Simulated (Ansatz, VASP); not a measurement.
# Hf in two plane-wave programs

Wanted: the spread between two codes on one cell, functional and k mesh. The cell is taken from a series of runs on this material, whose earlier steps may have relaxed, scaled, displaced or heated it; both programs get it as it stands.

Calculated with Ansatz 0.2.0; plane waves, with VASP 6.6.1 beside it; single point at PBEsol.

This is not the structure that Hf takes at ambient pressure and room temperature (hexagonal, No. 194); it is a model or a phase of other conditions.

## 1. Set-up

It takes space group Im-3m (No. 229, cubic). The conventional cell has a = 3.530 Å, b = 3.530 Å, c = 3.530 Å, α = 90.00°, β = 90.00°, γ = 90.00°. Hf has 8 Hf at 3.06 Å nearest.

## 2. VASP: single point, PBEsol

A single point gives forces, pressure and levels at one fixed geometry, so differences don't come from the geometry; what else differs is listed under the comparison.

Lines of VASP's logs that name or quote its potential files are left out, and so is its time.

The input, INCAR:

```
SYSTEM = Hf
PREC = Accurate
ENCUT = 500
EDIFF = 1E-06
NELM = 120
ISMEAR = 0
SIGMA = 0.1
LREAL = .FALSE.
ALGO = Normal
GGA = PS
NBANDS = 11
LASPH = .TRUE.
LORBIT = 11
LWAVE = .FALSE.
LCHARG = .FALSE.
ISIF = 2
GGA_COMPAT = .FALSE.
```

The input, POSCAR:

```
Hf
1.0
   -1.7650000000      1.7650000000      1.7650000000
    1.7650000000     -1.7650000000      1.7650000000
    1.7650000000      1.7650000000     -1.7650000000
Hf
1
Direct
    0.0000000000      0.0000000000      0.0000000000
```

The input, KPOINTS:

```
Automatic mesh
0
Gamma
8 8 8
0 0 0
```

The projector-augmented-wave data sets are Hf_pv (PBE family, release 64).

On the command line:

```bash
$ mpirun -np 1 vasp_std
```

Numbers of over 12 decimals in the logs are rounded to 6 here.

What it wrote:

```text
[banner, memory and clock lines left out]
running    1 mpi-ranks, on    1 nodes
 distrk:  each k-point on    1 cores,    1 groups
 distr:  one band on    1 cores,    1 groups

 POSCAR found type information on POSCAR Hf
 POSCAR found :  1 types and       1 ions
|                                                                             |
|               ----> ADVICE to this user running VASP <----                  |
|                                                                             |
|     You enforced a specific xc type in the INCAR file but a different       |
|     [... a line on the potential file left out ...]
|     I HOPE YOU KNOW WHAT YOU ARE DOING!                                     |
|                                                                             |

 LDA part: xc-table for (Slater+PW92), standard interpolation
 POSCAR, INCAR and KPOINTS ok, starting setup
 FFT: planning ... GRIDC
 FFT: planning ... GRID_SOFT
 FFT: planning ... GRID
 WAVECAR not read
 entering main loop
       N       E                     dE             d eps       ncg     rms          rms(c)
DAV:   1     0.103326687921E+02    0.10333E+02   -0.55570E+03   654   0.816E+02
DAV:   2    -0.102477238232E+02   -0.20580E+02   -0.19780E+02   812   0.148E+02
DAV:   3    -0.107039101928E+02   -0.45619E+00   -0.40451E+00   781   0.141E+01
DAV:   4    -0.107059472156E+02   -0.20370E-02   -0.20361E-02   733   0.108E+00
DAV:   5    -0.107059601389E+02   -0.12923E-04   -0.12923E-04   801   0.701E-02    0.442E+01
DAV:   6    -0.104325231217E+02    0.27344E+00   -0.22789E-01   704   0.342E+00    0.263E+01
DAV:   7    -0.103417007222E+02    0.90822E-01   -0.32901E-01   701   0.400E+00    0.123E+00
DAV:   8    -0.103369591098E+02    0.47416E-02   -0.25999E-02   701   0.112E+00    0.314E-01
DAV:   9    -0.103370038460E+02   -0.44736E-04   -0.49794E-04   814   0.164E-01    0.387E-02
DAV:  10    -0.103370046482E+02   -0.80217E-06   -0.27006E-05   706   0.374E-02    0.203E-02
DAV:  11    -0.103370038339E+02    0.81433E-06   -0.43465E-06   716   0.152E-02
   1 F= -.10337004E+02 E0= -.10332259E+02  d E =-.948955E-02
```

Parts of OUTCAR (step 2):

```text
ion  position               nearest neighbor table
   1  0.000  0.000  0.000-

  LATTYP: Found a body centered cubic cell.
 ALAT       =     3.5300000000

 Subroutine GETGRP returns: Found 48 space group operations
 (whereof 48 operations were pure point group operations)

The static configuration has the point symmetry O_h .

 Found     29 irreducible k-points:

   k-points           NKPTS =     29   k-points in BZ     NKDIM =     29   number of bands    NBANDS=     11

   dimension x,y,z NGX =    24 NGY =   24 NGZ =   24
   dimension x,y,z NGXF=    48 NGYF=   48 NGZF=   48

   ENCUT  =  500.0 eV  36.75 Ry    6.06 a.u.   5.57  5.57  5.57*2*pi/ulx,y,z

   NELECT =      10.0000    total number of electrons

 k-points in reciprocal lattice and weights: Automatic mesh
   0.00000000  0.00000000  0.00000000       0.002
   0.12500000  0.00000000  0.00000000       0.023
   0.25000000  0.00000000  0.00000000       0.023
   0.37500000  0.00000000  0.00000000       0.023
   0.50000000  0.00000000  0.00000000       0.012
   0.12500000  0.12500000  0.00000000       0.047
   0.25000000  0.12500000 -0.00000000       0.094
   0.37500000  0.12500000  0.00000000       0.094
   0.25000000  0.25000000  0.00000000       0.047
[...]
0.50000000  0.50000000  0.37500000       0.023
   0.50000000  0.50000000  0.50000000       0.002

 average (electrostatic) potential at core
       1 -36.9803

 E-fermi :   4.5006

 k-point     1 :       0.0000    0.0000    0.0000
  band No.  band energies     occupation
      1     -25.1928      2.00000
      2     -25.1928      2.00000
      3     -25.1928      2.00000
      4      -2.5677      2.00000
      5       6.0488      0.00000
      6       6.0488      0.00000
      7       6.0488      0.00000
      8       8.8940      0.00000
      9       8.8940      0.00000
    ...

 k-point     2 :       0.1250    0.0000    0.0000
  band No.  band energies     occupation
      1     -25.3291      2.00000
      2     -25.2353      2.00000
      3     -25.1934      2.00000
      4      -1.9913      2.00000
      5       5.6622      0.00000
      6       5.8417      0.00000
      7       6.6271      0.00000
      8       8.4036      0.00000
      9       8.8974      0.00000
    ...

 k-point     3 :       0.2500    0.0000    0.0000
  band No.  band energies     occupation
      1     -25.6450      2.00000
      2     -25.3363      2.00000
      3     -25.1950      2.00000
      4      -0.5392      2.00000
      5       4.8771      0.00000
      6       5.0721      0.00000
      7       8.2792      0.00000
      8       8.3771      0.00000
      9       9.0458      0.00000
    ...

  Total       -0.5018512     -0.5018512     -0.5018512      0.0000000      0.0000000      0.0000000
  in kB      -36.5587570    -36.5587570    -36.5587570      0.0000000      0.0000000      0.0000000
  external PRESSURE =     -36.5587570 kB  Pullay stress =       0.0000000 kB

  energy-cutoff  :      500.00
  volume of cell :       21.99
      direct lattice vectors                 reciprocal lattice vectors
    -1.765000000  1.765000000  1.765000000     0.000000000  0.283286119  0.283286119
     1.765000000 -1.765000000  1.765000000     0.283286119  0.000000000  0.283286119
     1.765000000  1.765000000 -1.765000000     0.283286119  0.283286119  0.000000000

 POSITION                                       TOTAL-FORCE (eV/Angst)
 -----------------------------------------------------------------------------------
      0.00000      0.00000      0.00000        -0.000000     -0.000000      0.000000
 -----------------------------------------------------------------------------------
    total drift:                                0.000000      0.000000     -0.000000

  FREE ENERGIE OF THE ION-ELECTRON SYSTEM (eV)
  ---------------------------------------------------
  free  energy   TOTEN  =       -10.3370038339 eV

  energy  without entropy=      -10.3275142843  energy(sigma->0) =      -10.33225906

 total charge
# of ion       s       p       d       tot
------------------------------------------
    1        0.387   6.366   1.613   8.366

[... 3 further parts left out ...]
```

Harder data sets than Hf_pv exist (the GW ones), and pressures, volumes and forces can shift noticeably with them.

## 3. Ansatz: single point, PBEsol

Ansatz runs on its PAW soft_1 files.

The same cell, functional, mesh and smearing now go to Ansatz, which takes its cutoff from its data sets.

The input, input.yaml:

```yaml
crystal:
  lattice:
    - [-1.765, 1.765, 1.765]
    - [1.765, -1.765, 1.765]
    - [1.765, 1.765, -1.765]
  atoms:
    - { symbol: Hf, position: [0.0, 0.0, 0.0] }
kpoints:
  mp_grid: { grid: [8, 8, 8] }
hamiltonian:
  xc: pbesol
  pseudopotentials: { kind: paw, azcp: { folder: soft_1 }, xc_functional: pbe }
scf:
  occupations: { method: gaussian, width: 0.1 }
output:
  forces: true
  stress: true
  eigenvalues: true
```

On the command line:

```bash
$ ansatz run input.yaml --threads 8 --pin off --max-ram 16384MiB --backend cpu --events-out ev --progress --plain --runs-dir out
```

What it wrote:

```text
Engine: ansatz 0.2.0, aarch64-unknown-linux-gnu
Pseudopotentials: kind: paw
Pseudopotential: Hf, paw, valence charge 26, recommended cutoff 420 eV (normal), soft_1/Hf.paw.azcp
Functional definition: PBEsol
  exchange = pbesol_x
  correlation = pbesol_c
Crystal: 1 atoms, lattice volume = 21.993 Å³
Basis set: ecut = 420 eV, 429 PW (Γ), exchange–correlation on 48×48×48 points (8 copies of the dense FFT grid, shifted against one another)
Bands: 17, of which v1, the nominal top of the filled ones, is band 13 counted from 1 (12 counted from 0)
Symmetry: 48 space group operations
Space group: Im-3m (ITA 229), of the structure as read, at distance tolerance 2.8e-5 Å
k-points: 29 of 512
Non-local potential: Hf, projectors of the file, l = 0: 3, l = 1: 2, l = 2: 2, l = 3: 3
PAW form: soft (Blöchl's): semilocal exchange-correlation on the pseudo side does not see the compensation charge
PAW frozen core: Hf, regenerated for the run's functional, and the local potential with it (the file was generated under x = pbe(κ = 0.804, μ = 0.219515), c = pbe(β = 0.066725))
PAW one-centre angular grid: Hf, 590 points (default); XC on 64 Gauss nodes
Initial density: superposition of atomic densities (chi_scale 0.1, normalization cell)
Initial wavefunctions: pseudopotential atomic-orbital guess
Functional: x = pbesol(κ = 0.804, μ = 0.123457), c = pbesol(β = 0.046)
SCF iter   1: F=—  HF=-15598.747708 eV  |F-HF|=—  |Δ(HF+E_count)|=         —  Δρ=3.11e-2  dr2=2.79e-1  ethr=3.10e-3  ⟨swp⟩=5.0  Hψ=2229  notcnv=0
preconditioner: auto → Kerker (q_TF=auto, 2.805 Å⁻¹)  [metal: Δε(μ)=0.103 eV  Ē_g=17.831 eV  σ=0.100 eV  W_gap=0.48  n_scr=12 (ndim 8)  ℏωp=38.8 eV  f_vac=0.000  D(μ)=1.53/eV (n_scr^D=12)]
SCF iter   2: F=—  HF=-15598.681937 eV  |F-HF|=—  |Δ(HF+E_count)|=   6.58e-2  Δρ=1.89e-2  dr2=1.04e-1  ethr=1.07e-3  ⟨swp⟩=3.0  Hψ=1042  notcnv=0  defer=5
SCF iter   3: F=—  HF=-15598.657730 eV  |F-HF|=—  |Δ(HF+E_count)|=   2.42e-2  Δρ=8.56e-3  dr2=2.04e-2  ethr=4.00e-4  ⟨swp⟩=2.0  Hψ=925  notcnv=0  defer=5
SCF iter   4: F=—  HF=-15598.639056 eV  |F-HF|=—  |Δ(HF+E_count)|=   1.87e-2  Δρ=2.92e-3  dr2=8.53e-4  ethr=7.86e-5  ⟨swp⟩=2.1  Hψ=978  notcnv=0  defer=5
SCF iter   5: F=—  HF=-15598.639779 eV  |F-HF|=—  |Δ(HF+E_count)|=   7.24e-4  Δρ=6.48e-4  dr2=1.10e-4  ethr=3.28e-6  ⟨swp⟩=2.1  Hψ=711  notcnv=0  defer=5
SCF iter   6: F=—  HF=-15598.639841 eV  |F-HF|=—  |Δ(HF+E_count)|=   6.13e-5  Δρ=1.06e-4  dr2=1.15e-6  ethr=4.24e-7  ⟨swp⟩=2.3  Hψ=870  notcnv=0  defer=5
SCF iter   7: F=—  HF=-15598.639833 eV  |F-HF|=—  |Δ(HF+E_count)|=   7.01e-6  Δρ=2.21e-5  dr2=5.61e-8  ethr=3.85e-10  ⟨swp⟩=9.5  Hψ=3123  notcnv=0
SCF iter   8: F=-15598.639834 eV  HF=-15598.639834 eV  |F-HF|=3.64e-12  |Δ(HF+E_count)|=   1.13e-8  Δρ=2.98e-6  dr2=1.21e-9  ethr=2.16e-10  ⟨swp⟩=3.4  Hψ=1867  notcnv=0
SCF 1 converged in 8 iterations: F = -15598.639834 eV  dr2 = 1.21e-9
  greatest PAW one-centre occupation: 0.998 electrons in one spin orbital (limit 2), on the Hf atom at site 0 (counted from 0), in its partial waves of l = 0
SCF converged after 8 iterations
Free energy (F): -15598.639834 eV
Harris-Foulkes:  -15598.639834 eV  (|F-HF|=3.64e-12)
Internal energy: -15598.630169 eV  (E = F + TS)
E sigma→0 (E₀):  -15598.635001 eV
Entropy (-TS):   -0.009664 eV (-9.664 meV/atom)
Fermi energy:    17.966872 eV
--- Per-component energies (eV) ---
  E_band       = -2.422749
  E_kinetic    = 410.057328
  E_local      = -6271.610933  (includes V_loc(G=0)·N_el)
  E_nonlocal   = 64.268852
  E_hartree    = 3054.757525
  E_xc         = -264.617101
  E_vxc        = -254.615612  (∫ρ·V_xc dr)
  E_paw        = -7575.048330  (= ΣΔE_a)
  E_vpaw       = -60.035679  (= ΣTr[D̂ρ^β])
  E_aug_tail   = 0.000091  (compensation charges beyond the density's cutoff)
  E_ewald      = -5017.688658
  E_core_change = 1.251056  (= ΣΔE_core)
  E_smearing   = -0.009664  (= −TS)
  E_closure    = -0.000000  (closes the sum)
  Σ components = -15598.639834   (vs F -15598.639834, Δ=0.00e0)
--- Forces (eV/Å), atoms counted from 1 ---
  atom   1  Hf     0.00000000     0.00000000    -0.00000000
  max |Σ_I F_I| component: 2.88e-31 eV/Å
--- Stress (GPa, compression-positive) ---
       -3.372650       0.000000       0.000000
       -0.000000      -3.372650       0.000000
        0.000000      -0.000000      -3.372650
  P = ⅓ Tr σ = -3.3726 GPa (-33.726 kbar)
--- Band table (eV; the first three rows and the last of 29) ---
  k-point 0: bands = [... 9 lower, 6.6337, 6.6649, 10.9004, 19.5020, 19.5020, 19.5020, 22.3472, 22.3472]
  k-point 1: bands = [... 9 lower, 6.6310, 6.6552, 11.4763, 19.1196, 19.3023, 20.0857, 21.8635, 22.3552]
  k-point 2: bands = [... 9 lower, 6.6271, 6.6462, 12.9267, 18.3377, 18.5442, 21.7448, 21.8349, 22.5090]
  k-point 28: bands = [... 9 lower, 6.6426, 6.6426, 15.3463, 15.3463, 24.8874, 24.8874, 24.8874, 25.3549]
```

The run ends at a pressure of -3.37 GPa.

## 4. Differences

Known differences besides the potentials themselves: the data sets hold 26 valence electrons in Ansatz (on its PAW soft_1 files) and 10 in VASP; the cutoff is 420 eV in Ansatz and 500 eV in VASP; Ansatz makes its cores anew for this functional, VASP keeps those of its PBE data sets. Total energies have different zeros and are not compared.

The two programs side by side:

```csv
quantity,Ansatz,VASP,difference
pressure (GPa),-3.37,-3.66,+0.28
```

## 5. Results

```json
{
 "difference in pressure (single point, PBEsol)": "0.28 GPa"
}
```

The difference in pressure is 0.28 GPa (single point, PBEsol), within the 1 GPa picked in this series as the mark of a large difference. The data sets hold unlike numbers of valence electrons (26 in Ansatz and 10 in VASP), so part of the differences comes from the potentials. Such differences can come from data sets, numerical settings and the points named under the comparisons, not from the functional's error against experiment.

[Lines on the potential files, build, host, timing and source positions are cut from VASP's logs without a mark.]

[Logs are printed without paths, hosts, clocks, repeated set-up lines and the standing remarks that a program may print on its own settings, such as how far it seeks lower states.]

[Hosts, paths, dates, database ids (printed as entryN), source tags and the programs' standing remarks are cut or masked in the printed files.]
